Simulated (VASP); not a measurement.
Runs of VASP 6.6.1 on W7Se16 (a cell with a defect). The cell holds a defect, 23 atoms: a = 6.580 Å, b = 6.580 Å, c = 12.970 Å, α = 90.00°, β = 90.00°, γ = 120.00°. 

| task | spin | fixed moment (μB) | cell | gap on the mesh (eV) | moment (μB) | largest force (eV/Å) |
| --- | --- | --- | --- | --- | --- | --- |
| single point | collinear, ferromagnetic start | 3 | as given | - | 3.00 | 0.43 |
| single point | collinear, ferromagnetic start | 1 | as given | - | 1.00 | 0.39 |
| single point | off | - | as given | none | - | 0.42 |
| single point | collinear, ferromagnetic start | - | as given | none | 0.56 | 0.42 |
| relaxation of the atoms | collinear, ferromagnetic start | - | atoms relaxed | none | (a) | 0.01 |

Alike in all rows: level PBEsol; potentials or basis VASP PAW PBE potentials, release 64 (W_sv, Se); k mesh 3 × 3 × 1; cutoff (eV) 350; smearing gaussian 0.03 eV; the mesh is coarse, so values aren't converged.

Question: Estimate the missing entries.

Answer: (a) 0.55.

Caveats: all runs use coarse meshes; the cell is charged against a uniform background, so pressure and absolute levels hang on convention; the PAW data sets were made with another functional, which shifts forces and pressure a little; the total moment is fixed, so each spin has its own Fermi level (some runs).

A k mesh can miss the band edges, and the runs leave out spin-orbit coupling on Se, W.

A gap of «none» marks a metal or a gap under the smearing width.
